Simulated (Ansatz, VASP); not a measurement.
# Cross-check of AgB between VASP and Ansatz, part 2 of 2

One calculation is typed for both programs; each brings its own data sets. How far apart do they land? The cell is generated by rule, not measured, and may not be a known phase. The cell is taken from a series of runs on this material, whose earlier steps may have relaxed, scaled, displaced or heated it; both programs get it as it stands.

VASP 6.6.1 and Ansatz 0.2.0.

So far: Starting point; VASP: zone-centre phonons, PBEsol.

The structure was built from a prototype and need not be the compound's stable phase.

## (3) Ansatz: zone-centre phonons, PBEsol

Level of this step: Ansatz beside VASP: Kohn-Sham DFT, plane waves, PBEsol (Ansatz).

Ansatz runs on its default PAW (the set named soft_2) files.

The same cell, functional, mesh and smearing now go to Ansatz, which takes its cutoff from its data sets.

input.yaml

```yaml
crystal:
  lattice:
    - [-2.1569878973, 2.1569878973, 2.7172971591]
    - [2.1569878973, -2.1569878973, 2.7172971591]
    - [2.1569878973, 2.1569878973, -2.7172971591]
  atoms:
    - { symbol: B, position: [0.6534985893, 0.6534985893, 0.0] }
    - { symbol: B, position: [0.3465014107, 0.3465014107, 0.0] }
    - { symbol: Ag, position: [0.0, 0.5, 0.5] }
    - { symbol: Ag, position: [0.5, 0.0, 0.5] }
kpoints:
  mp_grid: { grid: [12, 12, 12] }
hamiltonian:
  xc: pbesol
scf:
  occupations: { method: methfessel_paxton, width: 0.15 }
output:
  eigenvalues: true
phonons:
  method: dfpt
```

Launch:

```sh
$ ansatz run input.yaml --threads 4 --pin off --max-ram 7168MiB --backend cpu --events-out ev --progress --plain --runs-dir out
```

Numbers of over 12 decimals in the logs are rounded to 6 here.

Output:

```text
zone centre: on kpoints.mp_grid the ground state, and the responses unless they are solved on pairs of k-points, stand on 280 of the mesh's 1728 k-points, reduced under 4 symmetry operations, with k and −k counted as one. Each operation leaves every solved displacement unchanged or reverses it
Engine: ansatz 0.2.0, x86_64-unknown-linux-gnu
Pseudopotentials: kind: paw
Pseudopotential: B, paw, valence charge 3, recommended cutoff 420 eV (normal), B.paw.azcp
Pseudopotential: Ag, paw, valence charge 19, recommended cutoff 420 eV (normal), Ag.paw.azcp
Functional definition: PBEsol
  exchange = pbesol_x
  correlation = pbesol_c
Crystal: 4 atoms, lattice volume = 50.570 Å³
Basis set: ecut = 420 eV, 969 PW (Γ), exchange–correlation on 60×60×60 points (8 copies of the dense FFT grid, shifted against one another)
Bands: 27, of which v1, the nominal top of the filled ones, is band 22 counted from 1 (21 counted from 0)
Symmetry: 16 space group operations
k-points: 280 of 1728 (irreducible under 4 space group operations, time reversal used)
Non-local potential: B, projectors of the file, l = 0: 2, l = 1: 2, l = 2: 1
Non-local potential: Ag, projectors of the file, l = 0: 3, l = 1: 2, l = 2: 2, l = 3: 1
PAW form: soft (Blöchl's): semilocal exchange-correlation on the pseudo side does not see the compensation charge
PAW frozen core: B, regenerated for the run's functional, and the local potential with it (the file was generated under x = pbe(κ = 0.804, μ = 0.219515), c = pbe(β = 0.066725))
PAW frozen core: Ag, regenerated for the run's functional, and the local potential with it (the file was generated under x = pbe(κ = 0.804, μ = 0.219515), c = pbe(β = 0.066725))
PAW one-centre angular grid: B, 110 points (default); XC on 64 Gauss nodes
PAW one-centre angular grid: Ag, 590 points (default); XC on 64 Gauss nodes
Initial density: superposition of atomic densities (neutral atoms: chi_scale 0, normalization atom), corrected by the library's trained network
Initial wavefunctions: pseudopotential atomic-orbital guess
Functional: x = pbesol(κ = 0.804, μ = 0.123457), c = pbesol(β = 0.046)
SCF iter   1: F=—  HF=-15345.393732 eV  |F-HF|=—  |Δ(HF+E_count)|=         —  Δρ=1.21e-2  dr2=6.05e-2  ethr=1.77e-3  ⟨swp⟩=4.6  Hψ=26224  notcnv=0
preconditioner: auto → Kerker (q_TF=auto, 2.666 Å⁻¹)  [metal: Δε(μ)=0.022 eV  Ē_g=9.096 eV  σ=0.150 eV  W_gap=0.13  n_scr=14 (ndim 8)  ℏωp=27.6 eV  f_vac=0.000  D(μ)=1.18/eV (n_scr^D=8)]
SCF iter   2: F=—  HF=-15345.379195 eV  |F-HF|=—  |Δ(HF+E_count)|=   1.45e-2  S|Δr|=    0.00e0  Δρ=5.45e-3  dr2=1.49e-2  ethr=1.37e-4  ⟨swp⟩=2.0  Hψ=14181  notcnv=0
SCF iter   3: F=—  HF=-15345.374900 eV  |F-HF|=—  |Δ(HF+E_count)|=   4.29e-3  S|Δr|=    0.00e0  Δρ=2.01e-3  dr2=2.28e-3  ethr=3.38e-5  ⟨swp⟩=2.0  Hψ=8114  notcnv=0
SCF iter   4: F=—  HF=-15345.374177 eV  |F-HF|=—  |Δ(HF+E_count)|=   7.23e-4  S|Δr|=    0.00e0  Δρ=3.60e-4  dr2=8.55e-5  ethr=5.18e-6  ⟨swp⟩=2.0  Hψ=11287  notcnv=0
SCF iter   5: F=—  HF=-15345.374147 eV  |F-HF|=—  |Δ(HF+E_count)|=   3.02e-5  S|Δr|=    0.00e0  Δρ=9.16e-5  dr2=6.09e-6  ethr=1.94e-7  ⟨swp⟩=2.2  Hψ=10149  notcnv=0
SCF iter   6: F=—  HF=-15345.374173 eV  |F-HF|=—  |Δ(HF+E_count)|=   2.59e-5  S|Δr|=    0.00e0  Δρ=2.49e-5  dr2=2.96e-7  ethr=1.38e-8  ⟨swp⟩=2.2  Hψ=11348  notcnv=0
SCF iter   7: F=—  HF=-15345.374173 eV  |F-HF|=—  |Δ(HF+E_count)|=   1.63e-7  S|Δr|=    0.00e0  Δρ=4.36e-6  dr2=6.02e-9  ethr=6.73e-10  ⟨swp⟩=2.1  Hψ=11122  notcnv=0
SCF iter   8: F=—  HF=-15345.374173 eV  |F-HF|=—  |Δ(HF+E_count)|=   1.79e-9  S|Δr|=    0.00e0  Δρ=6.79e-7  dr2=1.92e-10  ethr=1.37e-11  ⟨swp⟩=2.2  Hψ=11049  notcnv=0
SCF iter   9: F=-15345.374173 eV  HF=-15345.374173 eV  |F-HF|=0.00e0  |Δ(HF+E_count)|=  3.64e-12  S|Δr|=    0.00e0  Δρ=9.95e-8  dr2=3.60e-12  ethr=1.00e-12  ⟨swp⟩=4.6  Hψ=33222  notcnv=0
SCF 1 converged in 9 iterations: F = -15345.374173 eV  dr2 = 3.60e-12
  greatest PAW one-centre occupation: 1.001 electrons in one spin orbital (limit 2), on the Ag atom at site 3 (counted from 0), in its partial waves of l = 0
DFPT response loops at Γ: preconditioner auto → Kerker (q_TF=auto, 2.666 Å⁻¹) (partly filled bands, converged f_vac=0.000); β = 1.00, the filter's whole step (`scf.mixing.beta` (0.50) is not read by the response loops under this deck's `scf.mixing.preconditioner`; to damp them name `kerker` or `kerker_dos`, under which they read `scf.mixing.beta`, and type it under 1.00, their step now; both keys bind the ground state too); Broyden in place of MSR1
SCF converged after 9 iterations
Stability not checked: this state was not tested for a lower state beside it, because cold or Methfessel-Paxton smearing, or corrected tetrahedra, fill the levels in a way that the test cannot read (fill_not_monotonic; see scf.lower_state_search)
Free energy (F): -15345.374173 eV
Harris-Foulkes:  -15345.374173 eV  (|F-HF|=0.00e0)
Internal energy: -15345.374393 eV  (E = F + TS)
E sigma→0 (E₀):  -15345.374228 eV
Entropy (-TS):   0.000219 eV (0.055 meV/atom)
Fermi energy:    14.695144 eV
Step filling:    the computed levels leave a gap of 0.0022 eV = 0.0 smearing widths at the electron count; against every level under it full and every level over it empty, smearing changes F+E_penalty+E_count by -0.262 meV and its σ→0 estimate by -0.317 meV
--- Per-component energies (eV) ---
  E_band       = -547.752212
  E_kinetic    = 1140.753886
  E_local      = -5254.967654  (includes V_loc(G=0)·N_el)
  E_nonlocal   = 187.791304
  E_hartree    = 2371.517517
  E_xc         = -428.945679
  E_vxc        = -541.934525  (∫ρ·V_xc dr)
  E_paw        = -7816.891132  (= ΣΔE_a)
  E_vpaw       = -822.430875  (= ΣTr[D̂ρ^β])
  E_aug_tail   = 0.000583  (compensation charges beyond the density's cutoff)
  E_ewald      = -5545.308118
  E_core_change = 0.674900  (= ΣΔE_core)
  E_smearing   = 0.000219  (= −TS)
  E_closure    = -0.000000  (closes the sum)
  Σ components = -15345.374173   (vs F -15345.374173, Δ=0.00e0)
--- Band table (eV; the first three rows and the last of 280) ---
  k-point 0: bands = [... 18 lower, 11.3275, 13.0422, 13.4626, 13.4626, 14.7878, 18.9727, 18.9727, 19.3900, ... 1 higher]
  k-point 1: bands = [... 18 lower, 11.2647, 12.8993, 13.1710, 13.7757, 15.1143, 17.7340, 18.9822, 20.5454, ... 1 higher]
  k-point 2: bands = [... 18 lower, 11.2013, 11.9772, 13.5081, 14.4387, 15.1942, 16.3944, 19.0218, 20.1538, ... 1 higher]
  k-point 279: bands = [... 18 lower, 10.6981, 10.6981, 10.7177, 12.6488, 14.8962, 16.8052, 20.3293, 20.8697, ... 1 higher]
--- Phonons (Γ-DFPT): 5 representative perturbations + reference, on 280 of 1728 k-points (Σ response iterations 18) ---
  k mesh reduced under 4 symmetry operations, with k and −k counted as one. Each operation leaves every solved displacement unchanged or reverses it
  ASR residual: 3.810e-5 → 0.000e0 eV/Å²; symmetrization residual: 8.774e-7 eV/Å²
  ASR residual per site (eV/Å²): 2.90e-5 2.90e-5 3.81e-5 3.81e-5
  Γ frequencies (cm⁻¹): -248.40 -111.57 -111.57 0.00 0.00 0.00 180.73 300.32 300.32 382.44 382.44 795.88
  non-analytic LO–TO correction: not included (Born effective charges unavailable; polar crystals: no LO–TO splitting at Γ)
```

The column dr2 measures how far the density is from self-consistency, as an energy; F and HF (Harris–Foulkes) agree once it is small.

## (4) Comparison

Known differences besides the potentials themselves: the data sets hold 44 valence electrons in Ansatz (on its default PAW (the set named soft_2) files) and 28 in VASP; the cutoff is 420 eV in Ansatz and 500 eV in VASP; Ansatz makes its cores anew for this functional, VASP keeps those of its PBE data sets. Total energies have different zeros and are not compared.

Both answers:

| quantity | Ansatz | VASP | difference |
| --- | --- | --- | --- |
| optical mode 1 (imaginary, printed as negative) (cm⁻¹) | -248.4 | -246.2 | -2.2 |
| optical mode 2 to 3 (imaginary, printed as negative) (cm⁻¹) | -111.6 | -111.4 | -0.1 |
| optical mode 4 (cm⁻¹) | 180.7 | 179.3 | +0.77 % |
| optical mode 5 to 6 (cm⁻¹) | 300.3 | 298.4 | +0.65 % |
| optical mode 7 to 8 (cm⁻¹) | 382.4 | 382.5 | -0.02 % |
| optical mode 9 (cm⁻¹) | 795.9 | 800.2 | -0.55 % |

Modes are paired by rising frequency, not by their patterns, so a pair may set unlike modes beside each other; they are those without the splitting of longitudinal modes.

## (5) Results

| Item | Value |
| --- | --- |
| r.m.s. difference of the optical zone-centre modes, each program's sorted by frequency (zone-centre phonons, PBEsol) | 1.9 cm⁻¹ |
| difference in optical mode 4 (zone-centre phonons, PBEsol) | +0.8 % |

In words: The r.m.s. difference of the optical zone-centre modes, each program's sorted by frequency is 1.9 cm⁻¹ (zone-centre phonons, PBEsol). The data sets hold unlike numbers of valence electrons (44 in Ansatz and 28 in VASP), so part of the differences comes from the potentials. Among the rows given in per cent, the largest difference of the zone-centre phonons, PBEsol pair is in optical mode 4, +0.8 %. How closely two codes agree says nothing of how well the functional describes the real material.

[Lines on the potential files, build, host, timing and source positions are cut from VASP's logs without a mark.]

[Logs are printed without paths, hosts, clocks, repeated set-up lines and the standing remarks that a program may print on its own settings, such as how far it seeks lower states.]

[Hosts, paths, dates, database ids (printed as entryN), source tags and the programs' standing remarks are cut or masked in the printed files.]
